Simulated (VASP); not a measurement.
Data:

```
CsPbCl3
1.0
    5.64235     0.00000     0.00000
    0.00000     5.64235     0.00000
    0.00000     0.00000     5.64235
Cs Pb Cl
1 1 3
Direct
  0.00000   0.00000   0.00000
  0.50000   0.50000   0.50000
  0.00000   0.50000   0.50000
  0.50000   0.00000   0.50000
  0.50000   0.50000   0.00000
```

Method: PBE GGA, VASP's PBE PAW potentials (set 64) (plane waves; VASP). Run with 420 eV cut-off, 9×9×9 Γ-centred mesh, Gaussian smearing of 0.010 eV, potentials Cs_sv Pb_d Cl.

Energy and stress use the plane-wave basis of the starting cell.

### Question
The ions, cell shape and volume are relaxed. Give the cell that the relaxation ends in.

### Answer

```
CsPbCl3
1.0
    5.73119     0.00000     0.00000
    0.00000     5.73119     0.00000
    0.00000     0.00000     5.73119
Cs Pb Cl
1 1 3
Direct
  0.00000   0.00000   0.00000
  0.50000   0.50000   0.50000
  0.00000   0.50000   0.50000
  0.50000   0.00000   0.50000
  0.50000   0.50000   0.00000
```
Space group Pm-3m (221), at a tolerance of 0.03 Å.

### Question
How do energy and volume change from the first to the last step?

### Answer
The energy (σ→0) changes by -5.9 meV/atom and the volume by +4.8 %, in 3 ionic steps.

The structure comes from a computed database's CsPbCl3 entry; how it stands against other phases isn't given here. This run relaxes it. Symmetry was kept, so distortions that lower it aren't found. The run is one of a series of settings (EDIFF = 1E-09, EDIFFG = -0.005, ENCUT = 420, IBRION = 2, ISIF = 3, NSW = 50, KPOINTS 9×9×9 Γ-centred mesh against the base run), some of them coarse on purpose.
